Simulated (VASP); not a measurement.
An input for Ansatz (written as the equivalent of a VASP run, and not itself run):

Ansatz 0.2 input:
```yaml
crystal:
  lattice:
    - [4.2250100, 0.0000000, 0.0000000]
    - [-2.1125050, 3.6589660, 0.0000000]
    - [0.0000000, 0.0000000, 35.8271980]
  atoms:
    - { symbol: Cd, position: [0.6666670, 0.3333330, 0.8001500] }
    - { symbol: Cd, position: [0.3333330, 0.6666670, 0.1998500] }
    - { symbol: Cd, position: [0.0000000, 0.0000000, 0.4000600] }
    - { symbol: Cd, position: [0.0000000, 0.0000000, 0.5999400] }
    - { symbol: Cd, position: [0.0000000, 0.0000000, 0.0000000] }
    - { symbol: I, position: [0.6666670, 0.3333330, 0.9526800] }
    - { symbol: I, position: [0.3333330, 0.6666670, 0.0473200] }
    - { symbol: I, position: [0.6666670, 0.3333330, 0.1525600] }
    - { symbol: I, position: [0.3333330, 0.6666670, 0.8474400] }
    - { symbol: I, position: [0.3333330, 0.6666670, 0.4473100] }
    - { symbol: I, position: [0.6666670, 0.3333330, 0.5526900] }
    - { symbol: I, position: [0.6666670, 0.3333330, 0.3526800] }
    - { symbol: I, position: [0.3333330, 0.6666670, 0.6473200] }
    - { symbol: I, position: [0.0000000, 0.0000000, 0.7528000] }
    - { symbol: I, position: [0.0000000, 0.0000000, 0.2472000] }
kpoints:
  mp_grid: { grid: [10, 10, 2] }
hamiltonian:
  xc: pbe
  pseudopotentials: { kind: paw }
scf:
  occupations: { method: gaussian, width: 0.02 }
  max_iter: 100
output: { forces: true, stress: true, eigenvalues: true }
```

### Question
Write the VASP files for the same calculation (PBE).

### Answer
This is not unique; one that fits is 
**POSCAR**
```
CdI2
4.225010
  1.0000000000   0.0000000000   0.0000000000
 -0.5000000000   0.8660254059   0.0000000000
  0.0000000000   0.0000000000   8.4797901070
Cd I
5 10
direct
  0.6666670000   0.3333330000   0.8001500000
  0.3333330000   0.6666670000   0.1998500000
  0.0000000000   0.0000000000   0.4000600000
  0.0000000000   0.0000000000   0.5999400000
  0.0000000000   0.0000000000   0.0000000000
  0.6666670000   0.3333330000   0.9526800000
  0.3333330000   0.6666670000   0.0473200000
  0.6666670000   0.3333330000   0.1525600000
  0.3333330000   0.6666670000   0.8474400000
  0.3333330000   0.6666670000   0.4473100000
  0.6666670000   0.3333330000   0.5526900000
  0.6666670000   0.3333330000   0.3526800000
  0.3333330000   0.6666670000   0.6473200000
  0.0000000000   0.0000000000   0.7528000000
  0.0000000000   0.0000000000   0.2472000000
```

INCAR:
```
! general
SYSTEM =CdI2
PREC   =Accurate
ENCUT  =420   ! plane-wave cut-off (eV)
LREAL  =Auto   ! projection in real space or not
LASPH  =.TRUE.   ! aspherical one-centre terms

! electronic loop
EDIFF  =1E-09
NELM   =100   ! most electronic steps
ALGO   =Normal   ! blocked Davidson
LMAXMIX=4

! smearing
ISMEAR =0   ! Gaussian
SIGMA  =0.02   ! width (eV)

! functional
GGA    =PE   ! PBE

! ions
ISIF   =2

! output
LWAVE  =.FALSE.
LCHARG =.FALSE.
```

### KPOINTS
```
K-points
0
gamma
 10 10 2
```

POTCAR, in this order: Cd I (PBE.64 set). Program: vasp_std.

Limits of the translation: each code has its own PAW files, so the cut-off isn't converted (ENCUT is set for VASP's; basis.ecutwfc is left out, and Ansatz then takes the one that its files recommend); Ansatz stops its SCF on the density residual and VASP on the energy change (EDIFF).

The structure comes from a computed database's CdI2 entry; how it stands against other phases isn't given here. The cell was not relaxed at this level. The run is one of a series of settings (EDIFF = 1E-09, ENCUT = 420, KPOINTS 10×10×2 Γ-centred mesh against the base run), some of them coarse on purpose.
